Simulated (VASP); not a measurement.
```
BP
1.0
    0.00000     2.24945     2.24945
    2.24945     0.00000     2.24945
    2.24945     2.24945     0.00000
B P
1 1
Direct
  0.00000   0.00000   0.00000
  0.25000   0.25000   0.25000
```

Computed with TPSS meta-GGA, VASP's PBE PAW potentials (set 64) (plane waves; VASP 6.6.1). Run with 520 eV cut-off, 10×10×10 Γ-centred mesh, Gaussian smearing of 0.050 eV, potentials B P.

**Question.** What does the run give for the energy per atom (σ→0), pressure?

**Answer.** 
The energy per atom (σ→0) comes out as -9.387 eV/atom and the pressure is 5.22 GPa.

Total energies compare only between runs with the same potentials, cut-off and functional.

The compound is BP in the zinc blende structure. This cell is one point of a volume scan, at 0.97 of the reference volume.
